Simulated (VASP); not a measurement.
# MnHg (P4/mmm) in VASP: notebook

The runs below take MnHg through single point, with r2SCAN.

All numbers are computed with VASP 6.6.1; they aren't measurements. Logs are shortened: lines on timing, memory, paths and dates and some standing lists are left out, and cuts for length are marked.

### 1 Starting point

Symmetry: P4/mmm, No. 123, tetragonal system. Conventional cell: a = 3.288 Å, b = 3.288 Å, c = 3.313 Å, α = 90.00°, β = 90.00°, γ = 90.00°. Around Hg (site symmetry 4/mmm) lie 8 Mn at 2.85 Å. Mn (site symmetry 4/mmm) is surrounded by 8 Hg at 2.85 Å.

### 2 Single point, r2SCAN, collinear spin, ferromagnetic start

INCAR

```
  PREC = Accurate
  ENCUT = 500
  EDIFF = 1E-6
  ISMEAR = 1
  SIGMA = 0.2
  LREAL = F
  LASPH = T
  NELM = 100
  ALGO = Normal
  ISIF = 2
  LWAVE = F
  LCHARG = F
  ISPIN = 2
  MAGMOM = 0 4
  LORBIT = 11
  LMAXMIX = 4
  METAGGA = R2SCAN
  LMIXTAU = T
  NBANDS = 24
  ADDGRID = F
```

KPOINTS

```
Automatic mesh
0
Gamma
  2 2 2
```

POSCAR

```
MnHg
1.0
    3.2880000000      0.0000000000      0.0000000000
    0.0000000000      3.2880000000      0.0000000000
    0.0000000000      0.0000000000      3.3130000000
Hg Mn
1 1
Direct
    0.0000000000      0.0000000000      0.0000000000
    0.5000000000      0.5000000000      0.5000000000
```

Potentials or basis: VASP PAW PBE potentials, release 64 (Hg, Mn_pv).

Launch:

```sh
> cat potpaw_PBE.64/Hg/POTCAR potpaw_PBE.64/Mn_pv/POTCAR > POTCAR
> mpirun -np 1 vasp_std > vasp.out
```

OUTCAR:

```text
PREC = Accurate
   ENCUT = 500
   EDIFF = 1E-6
   ISMEAR = 1
   LREAL = F
   LASPH = T
   NELM = 100
   ISIF = 2
   ISPIN = 2
   LORBIT = 11
   METAGGA = R2SCAN

 Found      6 irreducible k-points:

 Following reciprocal coordinates:
            Coordinates               Weight
  0.000000  0.000000  0.000000      1.000000
  0.500000  0.000000  0.000000      2.000000
  0.500000  0.500000  0.000000      1.000000
  0.000000  0.000000  0.500000      1.000000
  0.500000  0.000000  0.500000      2.000000
  0.500000  0.500000  0.500000      1.000000
   k-points           NKPTS =      6   k-points in BZ     NKDIM =      6   number of bands    NBANDS=     24
   number of dos      NEDOS =    301   number of ions     NIONS =      2
   total plane-waves  NPLWV =  13824
   dimension x,y,z NGX =    24 NGY =   24 NGZ =   24
   dimension x,y,z NGXF=    48 NGYF=   48 NGZF=   48
   ions per type =               1   1
   NGX,Y,Z   is equivalent  to a cutoff of  12.13, 12.13, 12.04 a.u.
   NGXF,Y,Z  is equivalent  to a cutoff of  24.27, 24.27, 24.09 a.u.
 SYSTEM =  unknown system
   PREC   = accura    normal or accurate (medium, high low for compatibility)
   ISTART =      0    job   : 0-new  1-cont  2-samecut
   ICHARG =      2    charge: 1-file 2-atom 10-const
   ISPIN  =      2    spin polarized calculation?
   LNONCOLLINEAR =      F non collinear calculations
   LSORBIT =      F    spin-orbit coupling
   LASPH  =      T    aspherical Exc in radial PAW
   ENCUT  =  500.0 eV  36.75 Ry    6.06 a.u.   5.99  5.99  6.04*2*pi/ulx,y,z
   NELM   =    100;   NELMIN=  2; NELMDL= -5     # of ELM steps
   EDIFF  = 0.1E-05   stopping-criterion for ELM
   LREAL  =      F    real-space projection
   EDIFFG = 0.1E-04   stopping-criterion for IOM
   NSW    =      0    number of steps for IOM
   IBRION =     -1    ionic relax: 0-MD 1-quasi-New 2-CG
   NFREE  =      0    steps in history (QN), initial steepest desc. (CG)
   ISIF   =      2    stress and relaxation
   ISYM   =      2    0-nonsym 1-usesym 2-fastsym
   POTIM  = 0.5000    time-step for ionic-motion
   TEBEG  =    0.0;   TEEND  =   0.0 temperature during run
   PSTRESS=    0.0 pullay stress
   NELECT =      25.0000    total number of electrons
   NUPDOWN=      -1.0000    fix difference up-down
   EMIN   =  10.00;   EMAX   =-10.00  energy-range for DOS
   EFERMI =   0.00;   METHOD = LEGACY
   ISMEAR =     1;   SIGMA  =   0.20  broadening in eV -4-tet -1-fermi 0-gaus
   EFERMI_NEDOS =   21; number of points for ismear=-14 and -15
   IALGO  =     38    algorithm
   IMIX   =      4    mixing-type and parameters
     AMIX     =   0.40;   BMIX     =  1.00
     AMIX_MAG =   1.60;   BMIX_MAG =  1.00
  volume/ion in A,a.u.               =      17.91       120.85
  Fermi-wavevector in a.u.,A,eV,Ry     =   1.452200  2.744260 28.693127  2.108885
  Thomas-Fermi vector in A             =   2.569610
   LORBIT       =     11    0 simple, 1 ext, 2 COOP (PROOUT), +10 PAW based schemes
   METAGGA = R2SCAN    functional components
   LHFCALC =     F    Hartree Fock is set to
   AEXX    =    0.0000 exact exchange contribution
   IVDW    =     0    specifies the selected vdW correction
   LEPSILON=     F    determine dielectric tensor
   LRPA    =     F    only Hartree local field effects (RPA)
 spin polarized calculation
 Methfessel and Paxton  Order N= 1 SIGMA  =   0.20
  energy-cutoff  :      500.00
  volume of cell :       35.82
 maximum number of plane-waves:       913
 NGX is ok and might be reduce to    24
   NGX = 11   NGY = 11   NGZ = 13

 number of electron      24.9999979 magnetization       4.2823220

 Free energy of the ion-electron system (eV)
  ---------------------------------------------------
  ext. energy  EPLUGINS =         0.00000000
  ---------------------------------------------------
  free energy    TOTEN  =       -64.39078537 eV

  energy without entropy =      -64.40179032  energy(sigma->0) =      -64.39445368

 E-fermi :   4.0692     XC(G=0): -12.8489

 val. band max:        3.9564238289   @ k =   0.5000   0.5000   0.0000
 cond. band min:       5.6722449745   @ k =   0.5000   0.0000   0.5000
 fundamental gap:      1.7158211456
 Fermi energy:         4.0691557623

 spin component 1

 k-point     1 :       0.0000    0.0000    0.0000
  band No.  band energies     occupation
      1     -48.1400      1.00000
      2     -48.1375      1.00000
      3     -48.1375      1.00000
      4      -4.5970      1.00000
      5      -3.0775      1.00000
      6      -3.0608      1.00000
[... 16 lines left out ...]
     23      23.5425      0.00000
     24      27.4803      0.00000

 k-point     2 :       0.5000    0.0000    0.0000
  band No.  band energies     occupation
      1     -48.1547      1.00000
      2     -48.1389      1.00000
      3     -48.1364      1.00000
      4      -2.8985      1.00000
      5      -2.6656      1.00000
      6      -2.1502      1.00000
[... 16 lines left out ...]
     23      19.8104      0.00000
     24      28.5771      0.00000

 k-point     3 :       0.5000    0.5000    0.0000
  band No.  band energies     occupation
      1     -48.1528      1.00000
      2     -48.1528      1.00000
      3     -48.1375      1.00000
      4      -3.3384      1.00000
      5      -2.8428      1.00000
      6      -2.3970      1.00000
[... 16 lines left out ...]
     23      23.3610      0.00000
     24      23.8157      0.00000

 k-point     4 :       0.0000    0.0000    0.5000
  band No.  band energies     occupation
      1     -48.1557      1.00000
      2     -48.1365      1.00000
      3     -48.1365      1.00000
      4      -2.9250      1.00000
      5      -2.6911      1.00000
      6      -2.1183      1.00000
[... 16 lines left out ...]
     23      19.8568      0.00000
     24      28.5711      0.00000

 k-point     5 :       0.5000    0.0000    0.5000
  band No.  band energies     occupation
      1     -48.1537      1.00000
      2     -48.1529      1.00000
      3     -48.1351      1.00000
      4      -3.3362      1.00000
      5      -2.8771      1.00000
      6      -2.3697      1.00000
[... 16 lines left out ...]
     23      23.5291      0.00000
     24      23.9199      0.00000

 k-point     6 :       0.5000    0.5000    0.5000
  band No.  band energies     occupation
      1     -48.1527      1.00000
      2     -48.1519      1.00000
      3     -48.1519      1.00000
      4      -2.8702      1.00000
      5      -2.8575      1.00000
      6      -2.8575      1.00000
[... 16 lines left out ...]
     23      34.0073      0.00000
     24      34.0082      0.00000
 Fermi energy:         4.0691557623

 spin component 2

 k-point     1 :       0.0000    0.0000    0.0000
  band No.  band energies     occupation
      1     -42.2211      1.00000
      2     -42.2194      1.00000
      3     -42.2194      1.00000
      4      -4.5650      1.00000
      5      -3.0556      1.00000
      6      -3.0510      1.00000
[... 16 lines left out ...]
     23      23.7020      0.00000
     24      29.2077      0.00000

 k-point     2 :       0.5000    0.0000    0.0000
  band No.  band energies     occupation
      1     -42.2425      1.00000
      2     -42.2195      1.00000
      3     -42.2178      1.00000
      4      -3.0765      1.00000
      5      -2.8020      1.00000
      6      -2.1745      1.00000
[... 16 lines left out ...]
     23      19.7151      0.00000
     24      29.9546      0.00000

 k-point     3 :       0.5000    0.5000    0.0000
  band No.  band energies     occupation
      1     -42.2394      1.00000
      2     -42.2394      1.00000
      3     -42.2173      1.00000
      4      -3.2089      1.00000
      5      -2.8352      1.00000
      6      -2.2433      1.00000
[... 16 lines left out ...]
     23      24.2340      0.00000
     24      24.6148      0.00000

 k-point     4 :       0.0000    0.0000    0.5000
  band No.  band energies     occupation
      1     -42.2426      1.00000
      2     -42.2180      1.00000
      3     -42.2180      1.00000
      4      -3.1023      1.00000
      5      -2.8181      1.00000
      6      -2.1450      1.00000
[... 16 lines left out ...]
     23      19.8094      0.00000
     24      30.0945      0.00000

 k-point     5 :       0.5000    0.0000    0.5000
  band No.  band energies     occupation
      1     -42.2396      1.00000
      2     -42.2394      1.00000
      3     -42.2158      1.00000
      4      -3.1958      1.00000
      5      -2.8551      1.00000
      6      -2.2226      1.00000
[... 16 lines left out ...]
     23      24.3619      0.00000
     24      24.8753      0.00000

 k-point     6 :       0.5000    0.5000    0.5000
  band No.  band energies     occupation
      1     -42.2380      1.00000
      2     -42.2380      1.00000
      3     -42.2378      1.00000
      4      -2.8934      1.00000
      5      -2.8731      1.00000
      6      -2.8731      1.00000
[... 16 lines left out ...]
     23      34.2229      0.00000
     24      34.3470      0.00000

------------------------ aborting loop because EDIFF is reached ----------------------------------------

  FORCE on cell =-STRESS in cart. coord.  units (eV):
  Direction    XX          YY          ZZ          XY          YZ          ZX
  --------------------------------------------------------------------------------------
  -------------------------------------------------------------------------------------
  Total       -0.4226424     -0.4226424     -0.5569401      0.0000000      0.0000000      0.0000000
  in kB      -18.9059537    -18.9059537    -24.9134601      0.0000000      0.0000000      0.0000000
  external PRESSURE =     -20.9084558 kB  Pullay stress =       0.0000000 kB

 VOLUME and BASIS-vectors are now :
 -----------------------------------------------------------------------------
  energy-cutoff  :      500.00
  volume of cell :       35.82
      direct lattice vectors                 reciprocal lattice vectors
     3.288000000  0.000000000  0.000000000     0.304136253  0.000000000  0.000000000
     0.000000000  3.288000000  0.000000000     0.000000000  0.304136253  0.000000000
     0.000000000  0.000000000  3.313000000     0.000000000  0.000000000  0.301841232

 POSITION                                       TOTAL-FORCE (eV/Angst)
 -----------------------------------------------------------------------------------
      0.00000      0.00000      0.00000         0.000000      0.000000      0.000000
      1.64400      1.64400      1.65650         0.000000      0.000000      0.000000
 -----------------------------------------------------------------------------------
    total drift:                                0.000000      0.000000     -0.000000

  FREE ENERGIE OF THE ION-ELECTRON SYSTEM (eV)
  ---------------------------------------------------
  free  energy   TOTEN  =       -64.3907853662 eV

  energy  without entropy=      -64.4017903193  energy(sigma->0) =      -64.39445368

 total charge

# of ion       s       p       d       tot
------------------------------------------
    1        0.719   0.671   9.221  10.611
    2        0.248   6.257   4.782  11.288
--------------------------------------------------
tot          0.968   6.929  14.003  21.899

 magnetization (x)

# of ion       s       p       d       tot
------------------------------------------
    1       -0.113  -0.061   0.046  -0.129
    2        0.034   0.047   4.176   4.257
--------------------------------------------------
tot         -0.079  -0.014   4.222   4.129
```

Run time: 51 s. Hardware: 1 thread of Intel Xeon Platinum 8259CL at 2.50GHz (Skylake/Cascade Lake), shared host; peak memory 0.16 GiB.

These settings aren't checked as converged: the numbers below hold their error.

Results:

```
Free energy                                           : -64.3908 eV
Pressure                                              : -2.1 GPa
Band gap on the k mesh                                : none (metal or under the smearing width)
Net moment                                            : 4.28 μB per cell
Site moments                                          : Hg -0.13; Mn +4.26 μB
Valence electrons inside the program's atomic spheres : Hg 10.61; Mn 11.29
```

Caveat: the k mesh is coarse (spacing up to 0.96 Å⁻¹), so the values aren't converged; the PAW data sets were made with another functional, which shifts forces and pressure a little.

### 3 Single point, r2SCAN, collinear spin, ferromagnetic start

INCAR is that of step 2.

KPOINTS is that of step 2.

POSCAR

```
MnHg
1.0
    3.2880000000      0.0000000000      0.0000000000
    0.0000000000      3.2880000000      0.0000000000
    0.0000000000      0.0000000000      3.3130000000
Hg Mn
1 1
Direct
    0.0037350000      0.0043450000     -0.0026990000
    0.4987650000      0.4794400000      0.4654080000
```

Potentials or basis: VASP PAW PBE potentials, release 64 (Hg, Mn_pv).

Launch:

```sh
> cat potpaw_PBE.64/Hg/POTCAR potpaw_PBE.64/Mn_pv/POTCAR > POTCAR
> mpirun -np 1 vasp_std > vasp.out
```

Run time: 52 s. Hardware: 1 thread of Intel Xeon Platinum 8259CL at 2.50GHz (Skylake/Cascade Lake), shared host; peak memory 0.16 GiB.

The run converged, but some of its settings lie outside the range that counts as converged, so its numbers aren't taken as properties of the crystal.

Results:

```yaml
Free_energy: -64.3653 eV
Pressure: -1.1 GPa
Largest_force: 0.387 eV/Å
Band_gap_on_the_k_mesh: none (metal or under the smearing width)
Net_moment: 4.28 μB per cell
Site_moments: Hg -0.13; Mn +4.25 μB
Valence_electrons_inside_the_program's_atomic_spheres: Hg 10.62; Mn 11.29
```

Caveat: the k mesh is coarse (spacing up to 0.96 Å⁻¹), so the values aren't converged; the PAW data sets were made with another functional, which shifts forces and pressure a little.

### 4 The reference run

An earlier run on the cell as given: functional PBE; potentials or basis VASP PAW PBE potentials, release 64 (Hg, Mn_pv); cutoff 520 eV; k mesh 8 × 8 × 8; occupations fermi-dirac, width 0.05 eV; collinear spin, ferromagnetic start; starting moments [0.0, 4.0] μB.

* Pressure: 2.5 GPa
* Band gap on the k mesh: none (metal or under the smearing width)
* Net moment: 3.88 μB per cell
* Site moments: Hg -0.06; Mn +3.80 μB
* Valence electrons inside the program's atomic spheres: Hg 10.61; Mn 11.42
